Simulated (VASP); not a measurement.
Here is the system:

```xyz
2
Lattice="2.9396 0.0000 0.0000 0.0000 2.9396 0.0000 0.0000 0.0000 2.9396" Properties=species:S:1:pos:R:3 pbc="T T T"
Ti     0.0000     0.0000     0.0000
Co     1.4698     1.4698     1.4698
```

These are PBE GGA, VASP's PBE PAW potentials (set 64) (plane waves; VASP 6.6.1) values and carry that method's errors. Run with 520 eV cut-off, 12×12×12 Γ-centred mesh, first-order Methfessel-Paxton smearing of 0.10 eV, potentials Ti_sv Co.

### Question
Give the stress tensor in GPa (positive for a compressed cell).

### Answer

```
5.59  0.00  0.00
0.00  5.59  0.00
0.00  0.00  5.59
```
The pressure is its mean diagonal, 5.59 GPa.

The compound is TiCo in the CsCl type structure. This cell is one point of a volume scan, at 0.97 of the reference volume. The run is not spin-polarised, so no magnetic state was tried. The electron count is odd and the run is not spin-polarised, which forces a metal.
